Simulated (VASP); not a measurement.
Here is the system:

```
InPd
1.0
    3.27155     0.00000     0.00000
    0.00000     3.27155     0.00000
    0.00000     0.00000     3.27155
In Pd
1 1
Direct
  0.50000   0.50000   0.50000
  0.00000   0.00000   0.00000
```

Computed with r2SCAN meta-GGA, VASP's PBE PAW potentials (set 64) (plane waves; VASP). Numerical set-up: 480 eV cut-off, 10×10×10 Γ-centred mesh, first-order Methfessel-Paxton smearing of 0.10 eV, potentials In_d Pd.

Each relaxation starts from this cell; other phases were not tried.

Task: The cell is relaxed at 15 GPa. What happens?

Result: The volume per atom goes from 17.51 to 16.04 Å³ (-8.4 %), and the cell becomes a = b = c = 3.177 Å, α = β = γ = 90.00°, space group Pm-3m.

Task: The cell is relaxed at 30 GPa. What happens?

Result: The volume per atom goes from 17.51 to 15.08 Å³ (-13.9 %), and the cell becomes a = 3.1128 Å, b = 3.1128 Å, c = 3.1128 Å, α = 90.00°, β = 90.00°, γ = 90.00°, space group Pm-3m.

Failed runs are left out, and for metals the shear rows, which the mesh's noise covers.

The compound is PdIn in the CsCl type structure. The electron count is odd and the run is not spin-polarised, which forces a metal.
